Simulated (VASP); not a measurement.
# Ca2HfI (P6/mmm) in VASP: notebook

The runs below take Ca2HfI through single point, with PBE.

All numbers are computed with VASP 6.6.1; they aren't measurements. Logs are shortened: lines on timing, memory, paths and dates and some standing lists are left out, and cuts for length are marked.

**1. The cell of the first run**

It takes space group P6/mmm (No. 191, hexagonal). Conventional cell: a = 6.021 Å, b = 6.021 Å, c = 5.638 Å, α = 90.00°, β = 90.00°, γ = 120.00°. Ca (site symmetry -6m2) is surrounded by 3 Ca at 3.48 Å and 3 Hf at 3.48 Å. Hf (site symmetry 6/mmm) has 2 I at 2.82 Å as nearest neighbours. Around I (site symmetry 6/mmm) lie 2 Hf at 2.82 Å.

The cell was built by a generator and needn't be a form met in nature.

**2. Single point, PBE (random cell by space group and Wyckoff sites (P6/mmm, No. 191))**

Contents of INCAR:

```
ALGO = Fast
EDIFF = 1E-7
ENCUT = 520
GGA = PE
ISIF = 2
ISMEAR = 0
LASPH = T
LCHARG = T
LELF = T
LREAL = F
LVHAR = T
LWAVE = F
NBANDS = 26
NELM = 100
PREC = Accurate
SIGMA = 0.1
```

Contents of KPOINTS:

```
k-points
0
Gamma
  9 9 8
```

Contents of POSCAR:

```
Ca2HfI
1.0
    6.0213858761      0.0000000000      0.0000000000
   -3.0106929381      5.2146731347      0.0000000000
    0.0000000000      0.0000000000      5.6382503770
Ca Hf I
2 1 1
Direct
    0.3333333333      0.6666666667      0.5000000000
    0.6666666667      0.3333333333      0.5000000000
    0.0000000000      0.0000000000      0.5000000000
    0.0000000000      0.0000000000      0.0000000000
```

Potentials or basis: VASP PAW PBE potentials, release 64 (Ca_sv, Hf_pv, I).

On the command line:

```console
> cat potpaw_PBE.64/Ca_sv/POTCAR potpaw_PBE.64/Hf_pv/POTCAR potpaw_PBE.64/I/POTCAR > POTCAR
> mpirun -np 1 vasp_std > vasp.out
```

OUTCAR:

```text
EDIFF = 1E-7
   ENCUT = 520
   GGA = PE
   ISIF = 2
   ISMEAR = 0
   LASPH = T
   LREAL = F
   NELM = 100
   PREC = Accurate

 ion  position               nearest neighbor table
   1  0.333  0.667  0.500-   3 3.48   3 3.48   3 3.48
   2  0.667  0.333  0.500-   3 3.48   3 3.48   3 3.48
   3  0.000  0.000  0.500-   4 2.82   4 2.82   1 3.48   2 3.48   2 3.48   1 3.48   2 3.48   1 3.48

   4  0.000  0.000  0.000-   3 2.82   3 2.82

  LATTYP: Found a hexagonal cell.
 ALAT       =     6.0213858761
 C/A-ratio  =     0.9363708776

  Lattice vectors:

 A1 = (   6.0213858761,   0.0000000000,   0.0000000000)
 A2 = (  -3.0106929381,   5.2146731347,   0.0000000000)
 A3 = (   0.0000000000,   0.0000000000,   5.6382503770)

Analysis of symmetry for initial positions (statically):
=====================================================================
 Subroutine PRICEL returns:
 Original cell was already a primitive cell.

 Routine SETGRP: Setting up the symmetry group for a
 hexagonal supercell.

 Subroutine GETGRP returns: Found 24 space group operations
 (whereof 24 operations were pure point group operations)
 out of a pool of 24 trial point group operations.

The static configuration has the point symmetry D_6h.

Analysis of symmetry for dynamics (positions and initial velocities):
=====================================================================
 Subroutine PRICEL returns:
 Original cell was already a primitive cell.

 Routine SETGRP: Setting up the symmetry group for a
 hexagonal supercell.

 Subroutine GETGRP returns: Found 24 space group operations
 (whereof 24 operations were pure point group operations)
 out of a pool of 24 trial point group operations.

The dynamic configuration has the point symmetry D_6h.

 Subroutine INISYM returns: Found 24 space group operations
 (whereof 24 operations are pure point group operations),
 and found     1 'primitive' translations

----------------------------------------------------------------------------------------

                                     Primitive cell

  volume of cell :     177.0386

  direct lattice vectors                    reciprocal lattice vectors
     6.021385876  0.000000000  0.000000000     0.166074724  0.095883287  0.000000000
    -3.010692938  5.214673135  0.000000000     0.000000000  0.191766574  0.000000000
     0.000000000  0.000000000  5.638250377     0.000000000  0.000000000  0.177359985

  length of vectors
     6.021385876  6.021385876  5.638250377     0.191766574  0.191766574  0.177359985

  position of ions in fractional coordinates (direct lattice)
     0.333333333  0.666666667  0.500000000
     0.666666667  0.333333333  0.500000000
     0.000000000  0.000000000  0.500000000
     0.000000000  0.000000000  0.000000000

  ion indices of the primitive-cell ions
   primitive index   ion index
                 1           1
                 2           2
                 3           3
                 4           4

----------------------------------------------------------------------------------------

 KPOINTS: k-points

Automatic generation of k-mesh.
 Grid dimensions read from file:
 generate k-points for:    9    9    8

 Generating k-lattice:

  Cartesian coordinates                     Fractional coordinates (reciprocal lattice)
     0.018452747  0.010653699  0.000000000     0.111111111  0.000000000  0.000000000
     0.000000000  0.021307397  0.000000000     0.000000000  0.111111111  0.000000000
     0.000000000  0.000000000  0.022169998     0.000000000  0.000000000  0.125000000

  Length of vectors
     0.021307397  0.021307397  0.022169998

  Shift w.r.t. Gamma in fractional coordinates (k-lattice)
     0.000000000  0.000000000  0.000000000

 Subroutine IBZKPT returns following result:
 ===========================================

 Found     60 irreducible k-points:

 Following reciprocal coordinates:
            Coordinates               Weight
  0.000000  0.000000  0.000000      1.000000
  0.111111 -0.000000  0.000000      6.000000
  0.222222  0.000000  0.000000      6.000000
  0.333333  0.000000  0.000000      6.000000
  0.444444  0.000000  0.000000      6.000000
  0.111111  0.111111  0.000000      6.000000
[... 16 lines left out ...]
  0.333333  0.222222  0.125000     24.000000
  0.333333  0.333333  0.125000      4.000000
 [... further k-points ...]
   k-points           NKPTS =     60   k-points in BZ     NKDIM =     60   number of bands    NBANDS=     26
   number of dos      NEDOS =    301   number of ions     NIONS =      4
   total plane-waves  NPLWV =  96768
   dimension x,y,z NGX =    48 NGY =   48 NGZ =   42
   dimension x,y,z NGXF=    96 NGYF=   96 NGZF=   84
   ions per type =               2   1   1
   NGX,Y,Z   is equivalent  to a cutoff of  13.25, 13.25, 12.38 a.u.
   NGXF,Y,Z  is equivalent  to a cutoff of  26.50, 26.50, 24.77 a.u.
 SYSTEM =  unknown system
   PREC   = accura    normal or accurate (medium, high low for compatibility)
   ISTART =      0    job   : 0-new  1-cont  2-samecut
   ICHARG =      2    charge: 1-file 2-atom 10-const
   ISPIN  =      1    spin polarized calculation?
   LNONCOLLINEAR =      F non collinear calculations
   LSORBIT =      F    spin-orbit coupling
   LASPH  =      T    aspherical Exc in radial PAW
   ENCUT  =  520.0 eV  38.22 Ry    6.18 a.u.  11.20 11.20 10.48*2*pi/ulx,y,z
   NELM   =    100;   NELMIN=  2; NELMDL= -5     # of ELM steps
   EDIFF  = 0.1E-06   stopping-criterion for ELM
   LREAL  =      F    real-space projection
   EDIFFG = 0.1E-05   stopping-criterion for IOM
   NSW    =      0    number of steps for IOM
   IBRION =     -1    ionic relax: 0-MD 1-quasi-New 2-CG
   NFREE  =      0    steps in history (QN), initial steepest desc. (CG)
   ISIF   =      2    stress and relaxation
   ISYM   =      2    0-nonsym 1-usesym 2-fastsym
   POTIM  = 0.5000    time-step for ionic-motion
   TEBEG  =    0.0;   TEEND  =   0.0 temperature during run
   PSTRESS=    0.0 pullay stress
   NELECT =      37.0000    total number of electrons
   NUPDOWN=      -1.0000    fix difference up-down
   EMIN   =  10.00;   EMAX   =-10.00  energy-range for DOS
   EFERMI =   0.00;   METHOD = LEGACY
   ISMEAR =     0;   SIGMA  =   0.10  broadening in eV -4-tet -1-fermi 0-gaus
   EFERMI_NEDOS =   21; number of points for ismear=-14 and -15
   IALGO  =     68    algorithm
   IMIX   =      4    mixing-type and parameters
     AMIX     =   0.40;   BMIX     =  1.00
     AMIX_MAG =   1.60;   BMIX_MAG =  1.00
  volume/ion in A,a.u.               =      44.26       298.68
  Fermi-wavevector in a.u.,A,eV,Ry     =   0.971522  1.835911 12.841935  0.943856
  Thomas-Fermi vector in A             =   2.101746
   LORBIT       =      0    0 simple, 1 ext, 2 COOP (PROOUT), +10 PAW based schemes
   GGA     = PE    functional components
   LHFCALC =     F    Hartree Fock is set to
   AEXX    =    0.0000 exact exchange contribution
   IVDW    =     0    specifies the selected vdW correction
   LEPSILON=     F    determine dielectric tensor
   LRPA    =     F    only Hartree local field effects (RPA)
 non-spin polarized calculation
 RMM-DIIS sequential band-by-band and
 Gauss-broadening in eV      SIGMA  =   0.10
  energy-cutoff  :      520.00
  volume of cell :      177.04
 maximum number of plane-waves:      4797
 NGX is ok and might be reduce to    48
   NGX = 23   NGY = 23   NGZ = 21

 number of electron      37.0000001 magnetization

 Free energy of the ion-electron system (eV)
  ---------------------------------------------------
  ext. energy  EPLUGINS =         0.00000000
  ---------------------------------------------------
  free energy    TOTEN  =       -13.61713617 eV

  energy without entropy =      -13.59006468  energy(sigma->0) =      -13.60360042

 E-fermi :   2.5673     XC(G=0):  -7.4727

 val. band max:        2.5658534481   @ k =   0.1111   0.1111   0.1250
 cond. band min:       2.5782270644   @ k =   0.3333   0.1111   0.1250
 fundamental gap:      0.0123736163
 Fermi energy:         2.5673128209

 k-point     1 :       0.0000    0.0000    0.0000
  band No.  band energies     occupation
      1     -39.3466      2.00000
      2     -39.3156      2.00000
      3     -29.0092      2.00000
      4     -28.7572      2.00000
      5     -28.7572      2.00000
      6     -20.4896      2.00000
[... 18 lines left out ...]
     25       4.4205      0.00000
     26       4.7951      0.00000

 k-point     2 :       0.1111   -0.0000    0.0000
  band No.  band energies     occupation
      1     -39.3457      2.00000
      2     -39.3165      2.00000
      3     -29.0092      2.00000
      4     -28.7572      2.00000
      5     -28.7571      2.00000
      6     -20.4886      2.00000
[... 18 lines left out ...]
     25       4.5217      0.00000
     26       4.7181      0.00000

 k-point     3 :       0.2222    0.0000    0.0000
  band No.  band energies     occupation
      1     -39.3434      2.00000
      2     -39.3188      2.00000
      3     -29.0092      2.00000
      4     -28.7573      2.00000
      5     -28.7570      2.00000
      6     -20.4859      2.00000
[... 18 lines left out ...]
     25       4.5164      0.00000
     26       4.6420      0.00000

 k-point     4 :       0.3333    0.0000    0.0000
  band No.  band energies     occupation
      1     -39.3401      2.00000
      2     -39.3222      2.00000
      3     -29.0092      2.00000
      4     -28.7573      2.00000
      5     -28.7568      2.00000
      6     -20.4819      2.00000
[... 18 lines left out ...]
     25       4.2184      0.00000
     26       4.5440      0.00000

 k-point     5 :       0.4444    0.0000    0.0000
  band No.  band energies     occupation
      1     -39.3369      2.00000
      2     -39.3254      2.00000
      3     -29.0092      2.00000
      4     -28.7574      2.00000
      5     -28.7566      2.00000
      6     -20.4781      2.00000
[... 18 lines left out ...]
     25       4.2600      0.00000
     26       4.4291      0.00000

 k-point     6 :       0.1111    0.1111    0.0000
  band No.  band energies     occupation
      1     -39.3442      2.00000
      2     -39.3181      2.00000
      3     -29.0092      2.00000
      4     -28.7572      2.00000
      5     -28.7570      2.00000
      6     -20.4868      2.00000
[... 427 lines left out ...]
 k-point    21 :       0.4444    0.1111    0.1250
  band No.  band energies     occupation
      1     -39.3357      2.00000
      2     -39.3266      2.00000
      3     -29.0093      2.00000
      4     -28.7573      2.00000
      5     -28.7566      2.00000
      6     -20.4768      2.00000
[... 18 lines left out ...]
     25       4.3088      0.00000
     26       4.4300      0.00000

 k-point    22 :       0.2222    0.2222    0.1250
  band No.  band energies     occupation
      1     -39.3381      2.00000
      2     -39.3242      2.00000
      3     -29.0093      2.00000
      4     -28.7572      2.00000
      5     -28.7568      2.00000
      6     -20.4797      2.00000
[... 18 lines left out ...]
     25       4.1639      0.00000
     26       4.5597      0.00000

 k-point    23 :       0.3333    0.2222    0.1250
  band No.  band energies     occupation
      1     -39.3347      2.00000
      2     -39.3276      2.00000
      3     -29.0093      2.00000
      4     -28.7571      2.00000
      5     -28.7568      2.00000
      6     -20.4756      2.00000
[... 18 lines left out ...]
     25       4.3403      0.00000
     26       4.4681      0.00000

 k-point    24 :       0.3333    0.3333    0.1250
  band No.  band energies     occupation
      1     -39.3312      2.00000
      2     -39.3312      2.00000
      3     -29.0093      2.00000
      4     -28.7569      2.00000
      5     -28.7569      2.00000
      6     -20.4714      2.00000
[... 18 lines left out ...]
     25       4.4417      0.00000
     26       4.4450      0.00000

 [... further k-points ...]

------------------------ aborting loop because EDIFF is reached ----------------------------------------

  FORCE on cell =-STRESS in cart. coord.  units (eV):
  Direction    XX          YY          ZZ          XY          YZ          ZX
  --------------------------------------------------------------------------------------
  -------------------------------------------------------------------------------------
  Total        0.0070002      0.0070002     -0.1435390     -0.0000000      0.0000000      0.0000000
  in kB        0.0633511      0.0633511     -1.2990101     -0.0000000      0.0000000      0.0000000
  external PRESSURE =      -0.3907693 kB  Pullay stress =       0.0000000 kB

 VOLUME and BASIS-vectors are now :
 -----------------------------------------------------------------------------
  energy-cutoff  :      520.00
  volume of cell :      177.04
      direct lattice vectors                 reciprocal lattice vectors
     6.021385876  0.000000000  0.000000000     0.166074724  0.095883287  0.000000000
    -3.010692938  5.214673135  0.000000000     0.000000000  0.191766574  0.000000000
     0.000000000  0.000000000  5.638250377     0.000000000  0.000000000  0.177359985

 POSITION                                       TOTAL-FORCE (eV/Angst)
 -----------------------------------------------------------------------------------
     -0.00000      3.47645      2.81913        -0.000000      0.000000     -0.000000
      3.01069      1.73822      2.81913        -0.000000      0.000000      0.000000
      0.00000      0.00000      2.81913         0.000000     -0.000000      0.000000
      0.00000      0.00000      0.00000         0.000000     -0.000000      0.000000
 -----------------------------------------------------------------------------------
    total drift:                                0.000000      0.000000     -0.000000

  FREE ENERGIE OF THE ION-ELECTRON SYSTEM (eV)
  ---------------------------------------------------
  free  energy   TOTEN  =       -13.6171361667 eV

  energy  without entropy=      -13.5900646818  energy(sigma->0) =      -13.60360042
```

Run time: 9 min. Hardware: 1 thread of Intel Xeon Platinum 8488C (Sapphire Rapids), shared host; peak memory 0.5 GiB.

Results:

```yaml
Free_energy: -13.6171 eV
Pressure: 0.0 GPa
Band_gap_on_the_k_mesh: none (metal or under the smearing width)
```

Caveat: an odd number of electrons without spin polarisation forces a metal; a magnetic or distorted state may lie lower. The run has no spin-orbit coupling, so splittings on Hf, I are missing.

**3. Single point, PBE (random cell by space group and Wyckoff sites (P6/mmm, No. 191))**

Contents of INCAR:

```
SYSTEM = Ca2HfI
PREC = Accurate
ENCUT = 520
EDIFF = 1E-6
ISMEAR = 0
SIGMA = 0.1
LREAL = .FALSE.
LASPH = .TRUE.
NELM = 100
ALGO = Normal
ISIF = 2
LWAVE = .FALSE.
LCHARG = .TRUE.
GGA = PE
LELF = .TRUE.
LVHAR = .TRUE.
NBANDS = 26
```

Contents of KPOINTS:

```
Automatic mesh
0
G
  6 6 4
  0 0 0
```

Contents of POSCAR:

```
Ca2HfI
1.0
    5.0542024100      0.0000000000      0.0000000000
   -2.5271012100      4.3770676900      0.0000000000
    0.0000000000      0.0000000000      5.0168489000
Ca Hf I
2 1 1
Direct
    0.3333333300      0.6666666700      0.5000000000
    0.6666666700      0.3333333300      0.5000000000
    0.0000000000      0.0000000000      0.5000000000
    0.0000000000      0.0000000000      0.0000000000
```

Potentials or basis: VASP PAW PBE potentials, release 64 (Ca_sv, Hf_pv, I).

On the command line:

```console
> cat potpaw_PBE.64/Ca_sv/POTCAR potpaw_PBE.64/Hf_pv/POTCAR potpaw_PBE.64/I/POTCAR > POTCAR
> mpirun -np 1 vasp_std > vasp.out
```

Run time: 81 s. Hardware: 1 thread of Intel Xeon Platinum 8259CL at 2.50GHz (Skylake/Cascade Lake), shared host; peak memory 0.27 GiB.

The run converged. Its results:

| Quantity | Value |
| --- | --- |
| Free energy | -10.7496 eV |
| Pressure | 20.0 GPa |
| Band gap on the k mesh | none (metal or under the smearing width) |

Stress tensor (GPa, compression positive):
```
17.90  0.00  0.00
 0.00 17.90  0.00
 0.00  0.00 24.17
```

Levels at points of the mesh, in eV from the Fermi level:
```csv
k point,band 15,band 16,band 17,band 18,band 19,band 20,band 21,band 22
"(0.00, 0.00, 0.00)",-4.65,-3.62,-0.42,-0.42,0.08,0.40,0.40,1.79
"(0.50, 0.00, 0.00)",-4.61,-1.63,-1.46,-1.11,-0.88,0.29,0.61,1.44
"(0.00, 0.00, 0.50)",-5.27,-2.93,0.17,0.78,0.78,0.88,0.88,1.05
"(0.50, 0.00, 0.50)",-5.53,-1.39,-1.00,-0.91,0.38,0.49,1.41,1.55
```

Caveat: so large a pressure means that the cell lies far from this level's equilibrium, or that cutoff or potentials fall short; an odd number of electrons without spin polarisation forces a metal; a magnetic or distorted state may lie lower. Spin-orbit coupling is left out, which matters for the levels of Hf, I.
